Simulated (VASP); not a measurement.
Input:

```
CELL_PARAMETERS angstrom
      1.56193    -2.70533     0.00000
      1.56193     2.70533     0.00000
      0.00000     0.00000     5.00479
ATOMIC_POSITIONS crystal
  Al 0.66667 0.33333 0.50010
  Al 0.33333 0.66667 0.00010
  N  0.66667 0.33333 0.88190
  N  0.33333 0.66667 0.38190
```

Calculation: optB88-vdW, VASP's PBE PAW potentials (set 64) (plane waves; VASP 6.6.1). Run with 520 eV cut-off, 9×9×5 Γ-centred mesh, tetrahedra with Blöchl corrections, potentials Al N.

The cores are frozen, which limits the accuracy of field gradients.

Give the principal components of the electric field gradient (V/Å²) and the asymmetry η at each nucleus.

```csv
atom,Vxx,Vyy,Vzz,η
Al1,-2.5,-2.5,5.1,0.00
Al2,-2.5,-2.5,5.1,0.00
N3,0.1,0.1,-0.1,-
N4,0.1,0.1,-0.1,-
```

The compound is AlN in the wurtzite structure. It was relaxed first.
